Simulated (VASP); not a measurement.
Given:

```
SrTiO3
1.0
    3.89989     0.00000     0.00000
    0.00000     3.89989     0.00000
    0.00000     0.00000     3.89989
Sr Ti O
1 1 3
Direct
  0.00000   0.00000   0.00000
  0.50000   0.50000   0.50000
  0.50000   0.00000   0.50000
  0.00000   0.50000   0.50000
  0.50000   0.50000   0.00000
```

Calculation: LDA (Ceperley-Alder, Perdew-Zunger), VASP's LDA PAW potentials (set 64) (plane waves; VASP). Settings: 520 eV cut-off, 7×7×7 Γ-centred mesh, Gaussian smearing of 0.050 eV, potentials Sr_sv Ti_sv O.

Task: What does the run give for the energy per atom (σ→0), pressure?

Result: 
```json
{
  "energy per atom (σ→0)": "-8.830 eV/atom",
  "pressure": "-5.62 GPa"
}
```

The compound is SrTiO3 in the cubic perovskite structure, the ideal cubic form; the compound distorts at low or room temperature. This cell is one point of a volume scan, at 1.03 of the reference volume.
